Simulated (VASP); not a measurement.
Calculation: PBE GGA, VASP's PBE PAW potentials (set 64) (plane waves; VASP 6.6.1).

Input for VASP

**POSCAR**
```
TiC
1
    0.0000000000     2.1172065725     2.1172065725
    2.1172065725     0.0000000000     2.1172065725
    2.1172065725     2.1172065725     0.0000000000
Ti C
1 1
Direct
  0.0000000000   0.0000000000   0.0000000000
  0.5000000000   0.5000000000   0.5000000000
```

INCAR:
```
! general
SYSTEM  = TiC
PREC    = Accurate
ENCUT   = 620
LREAL   = .FALSE.
LASPH   = .TRUE.

! electronic loop
EDIFF   = 1E-6
NELM    = 100
ALGO    = Normal
LMAXMIX = 4

! smearing
ISMEAR  = 1
SIGMA   = 0.1

! functional
GGA     = PE

! ions
IBRION  = 2
NSW     = 40
ISIF    = 3
EDIFFG  = -0.02
PSTRESS = 300

! output
LWAVE   = .FALSE.
LCHARG  = .FALSE.
```

KPOINTS:
```
Automatic mesh
0
Gamma
15 15 15
0 0 0
```

POTCAR, in this order: Ti_sv C (PBE.64 set). Program: vasp_std.

What VASP printed:

### OUTCAR
```
 ion  position               nearest neighbor table
   1  0.000  0.000  0.000-   2 2.12   2 2.12   2 2.12   2 2.12   2 2.12   2 2.12
   2  0.500  0.500  0.500-   1 2.12   1 2.12   1 2.12   1 2.12   1 2.12   1 2.12
  LATTYP: Found a face centered cubic cell.
 ALAT       =     4.2344131450
 Subroutine PRICEL returns:
 Original cell was already a primitive cell.
 Subroutine GETGRP returns: Found 48 space group operations
The static configuration has the point symmetry O_h .
The dynamic configuration has the point symmetry O_h .
 Subroutine INISYM returns: Found 48 space group operations
 Subroutine IBZKPT returns following result:
 Found    120 irreducible k-points:

 Following reciprocal coordinates:
            Coordinates               Weight
  0.000000  0.000000  0.000000      1.000000
  0.066667  0.000000  0.000000      8.000000
  0.133333  0.000000  0.000000      8.000000
  0.200000  0.000000  0.000000      8.000000
  0.266667  0.000000  0.000000      8.000000
  0.333333  0.000000  0.000000      8.000000
  0.400000  0.000000  0.000000      8.000000
  0.466667  0.000000  0.000000      8.000000
  0.066667  0.066667  0.000000      6.000000
  0.133333  0.066667  0.000000     24.000000
  0.200000  0.066667  0.000000     24.000000
  0.266667  0.066667  0.000000     24.000000
  0.333333  0.066667  0.000000     24.000000
  0.400000  0.066667  0.000000     24.000000
  0.466667  0.066667  0.000000     24.000000
 -0.466667  0.066667  0.000000     24.000000
 -0.400000  0.066667  0.000000     24.000000
 -0.333333  0.066667  0.000000     24.000000
 -0.266667  0.066667  0.000000     24.000000
 -0.200000  0.066667  0.000000     24.000000
 -0.133333  0.066667  0.000000     24.000000
 -0.066667  0.066667  0.000000     12.000000
  0.133333  0.133333  0.000000      6.000000
  0.200000  0.133333  0.000000     24.000000
...
```

OSZICAR:
```
       N       E                     dE             d eps       ncg     rms          rms(c)
DAV:   1     0.126324775770E+03    0.12632E+03   -0.95202E+03  2888   0.183E+03
DAV:   2    -0.134190194117E+02   -0.13974E+03   -0.13391E+03  2964   0.405E+02
DAV:   3    -0.235266376305E+02   -0.10108E+02   -0.96366E+01  3820   0.101E+02
DAV:   4    -0.240362187501E+02   -0.50958E+00   -0.50874E+00  3732   0.215E+01
DAV:   5    -0.240516294993E+02   -0.15411E-01   -0.15409E-01  3900   0.342E+00    0.203E+01
DAV:   6    -0.191092074666E+02    0.49424E+01   -0.29318E+01  3364   0.711E+01    0.674E+00
DAV:   7    -0.186418260985E+02    0.46738E+00   -0.37880E+00  3260   0.264E+01    0.548E+00
DAV:   8    -0.186209031292E+02    0.20923E-01   -0.17144E-01  3060   0.603E+00    0.234E+00
DAV:   9    -0.186314355574E+02   -0.10532E-01   -0.66432E-02  3508   0.285E+00    0.845E-01
DAV:  10    -0.186285592196E+02    0.28763E-02   -0.14081E-02  3684   0.181E+00    0.386E-01
DAV:  11    -0.186281714714E+02    0.38775E-03   -0.25098E-03  3256   0.711E-01    0.721E-02
DAV:  12    -0.186281184102E+02    0.53061E-04   -0.26530E-04  3036   0.272E-01    0.213E-02
DAV:  13    -0.186281041811E+02    0.14229E-04   -0.29373E-05  3960   0.869E-02    0.379E-03
DAV:  14    -0.186281039360E+02    0.24512E-06   -0.67189E-07  1912   0.106E-02
   1 F= -.15073998E+02 E0= -.15073945E+02  d E =-.150740E+02
       N       E                     dE             d eps       ncg     rms          rms(c)
DAV:   1    -0.194790890984E+02   -0.85098E+00   -0.29731E+01  2936   0.893E+01    0.116E+01
DAV:   2    -0.183612769129E+02    0.11178E+01   -0.39197E+00  3060   0.355E+01    0.288E+00
DAV:   3    -0.182314427093E+02    0.12983E+00   -0.59171E-01  3392   0.710E+00    0.107E+00
DAV:   4    -0.182407358168E+02   -0.92931E-02   -0.23705E-01  3304   0.501E+00    0.745E-01
DAV:   5    -0.182601485493E+02   -0.19413E-01   -0.26321E-02  3412   0.191E+00    0.204E-01
DAV:   6    -0.182691852014E+02   -0.90367E-02   -0.23254E-02  4080   0.924E-01    0.254E-01
DAV:   7    -0.182701651457E+02   -0.97994E-03   -0.23774E-03  3160   0.513E-01    0.293E-02
DAV:   8    -0.182701348971E+02    0.30249E-04   -0.20943E-04  3328   0.182E-01    0.382E-02
DAV:   9    -0.182701722822E+02   -0.37385E-04   -0.28254E-05  3304   0.576E-02    0.986E-03
DAV:  10    -0.182701777283E+02   -0.54461E-05   -0.14325E-05  3996   0.199E-02    0.105E-02
DAV:  11    -0.182701786264E+02   -0.89804E-06   -0.17874E-06  2708   0.147E-02
   2 F= -.15017282E+02 E0= -.15017307E+02  d E =0.567160E-01
       N       E                     dE             d eps       ncg     rms          rms(c)
DAV:   1    -0.191425299418E+02   -0.87235E+00   -0.13903E+01  2920   0.650E+01    0.851E+00
DAV:   2    -0.186296633927E+02    0.51287E+00   -0.32750E+00  3160   0.287E+01    0.226E+00
DAV:   3    -0.185191576179E+02    0.11051E+00   -0.45379E-01  3352   0.790E+00    0.854E-01
DAV:   4    -0.185270875534E+02   -0.79299E-02   -0.13240E-01  3160   0.348E+00    0.513E-01
DAV:   5    -0.185411285853E+02   -0.14041E-01   -0.19055E-02  3824   0.111E+00    0.209E-01
DAV:   6    -0.185441732763E+02   -0.30447E-02   -0.80108E-03  4120   0.534E-01    0.128E-01
DAV:   7    -0.185443148686E+02   -0.14159E-03   -0.18947E-03  3556   0.398E-01    0.124E-01
DAV:   8    -0.185443941790E+02   -0.79310E-04   -0.47710E-04  2948   0.263E-01    0.178E-02
DAV:   9    -0.185444148726E+02   -0.20694E-04   -0.35115E-05  3376   0.568E-02    0.136E-02
DAV:  10    -0.185444131363E+02    0.17363E-05   -0.33236E-06  3376   0.143E-02    0.605E-03
DAV:  11    -0.185444128969E+02    0.23938E-06   -0.46088E-06  3280   0.918E-03
   3 F= -.15091993E+02 E0= -.15091977E+02  d E =-.179951E-01
```

**OUTCAR**
```
------------------------ aborting loop because EDIFF is reached ----------------------------------------
  FORCE on cell =-STRESS in cart. coord.  units (eV):
  Direction    XX          YY          ZZ          XY          YZ          ZX
  --------------------------------------------------------------------------------------
  Total        3.4314488      3.4314488      3.4314488     -0.0000000      0.0000000     -0.0000000
  in kB      298.1777171    298.1777171    298.1777171     -0.0000000      0.0000000     -0.0000000
  external PRESSURE =      -1.8222829 kB  Pullay stress =     300.0000000 kB
  volume of cell :       18.44
      direct lattice vectors                 reciprocal lattice vectors
     0.000000000  2.096819157  2.096819157    -0.238456425  0.238456425  0.238456425
     2.096819157 -0.000000000  2.096819157     0.238456425 -0.238456425  0.238456425
     2.096819157  2.096819157 -0.000000000     0.238456425  0.238456425 -0.238456425
 POSITION                                       TOTAL-FORCE (eV/Angst)
 -----------------------------------------------------------------------------------
      0.00000      0.00000      0.00000         0.000000      0.000000     -0.000000
      2.09682      2.09682      2.09682        -0.000000     -0.000000      0.000000
 -----------------------------------------------------------------------------------
    total drift:                                0.000000     -0.000000     -0.000000
  FREE ENERGIE OF THE ION-ELECTRON SYSTEM (eV)
  ---------------------------------------------------
  free  energy   TOTEN  =       -18.5444128969 eV

  energy  without entropy=      -18.5443653845  energy(sigma->0) =      -18.54439706
  enthalpy is  TOTEN    =       -15.0919931243 eV   P V=        3.4524197726

 reached required accuracy - stopping structural energy minimisation
```
(Selected blocks of OUTCAR.)

### CONTCAR
```
TiC
   1.00000000000000
     0.0000000000000000    2.0968191568995014    2.0968191568995014
     2.0968191568995014   -0.0000000000000000    2.0968191568995014
     2.0968191568995014    2.0968191568995014   -0.0000000000000000
  Ti              C
     1     1
Direct
     0.0000000000000000    0.0000000000000000    0.0000000000000000
     0.5000000000000000    0.5000000000000000    0.5000000000000000
```

Energy and stress use the plane-wave basis of the starting cell.

The compound is TiC in the rock salt structure. This run relaxes it under an external pressure of 30 GPa. Symmetry was kept, so distortions that lower it aren't found.
